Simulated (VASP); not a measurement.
Here is the system:

```yaml
crystal:
  lattice:
    - [4.40460, 0.00000, 0.00000]
    - [-2.20230, 3.81449, 0.00000]
    - [0.00000, 0.00000, 7.18145]
  atoms:
    - { symbol: Ca, position: [0.00000, 0.00000, 0.00000] }
    - { symbol: Cd, position: [0.33333, 0.66667, 0.63355] }
    - { symbol: Cd, position: [0.66667, 0.33333, 0.36645] }
    - { symbol: As, position: [0.33333, 0.66667, 0.23641] }
    - { symbol: As, position: [0.66667, 0.33333, 0.76359] }
```

Computed with r2SCAN meta-GGA, VASP's PBE PAW potentials (set 64) (plane waves; VASP). Numerical set-up: 400 eV cut-off, 7×7×4 Γ-centred mesh, tetrahedra with Blöchl corrections, potentials Ca_sv Cd As.

Question: Give the energies of bands 17 to 25 at the high-symmetry points, in eV from the valence-band maximum.

Answer: 
```
band      Γ      M      K      A      L      H
----  -----  -----  -----  -----  -----  -----
17    -5.11  -5.06  -4.49  -4.08  -5.02  -4.79
18    -1.29  -4.18  -4.49  -2.04  -4.88  -4.79
19    -1.29  -3.06  -3.89  -0.90  -2.33  -3.42
20    -0.16  -2.20  -2.42  -0.90  -2.24  -2.73
21     0.00  -2.11  -2.42  -0.59  -1.23  -1.57
22     0.00  -1.30  -1.99  -0.59  -1.09  -1.57
23     0.78   1.37   2.71   1.07   1.77   2.29
24     1.14   2.64   3.04   1.98   2.10   2.29
25     2.75   3.05   3.04   3.04   2.11   3.75
```

The gap is direct, 0.78 eV, from the valence maximum at Γ to the conduction minimum at Γ.

The structure comes from a computed database's CaCd2As2 entry (P-3m1); how it stands against other phases isn't given here. It was relaxed first.
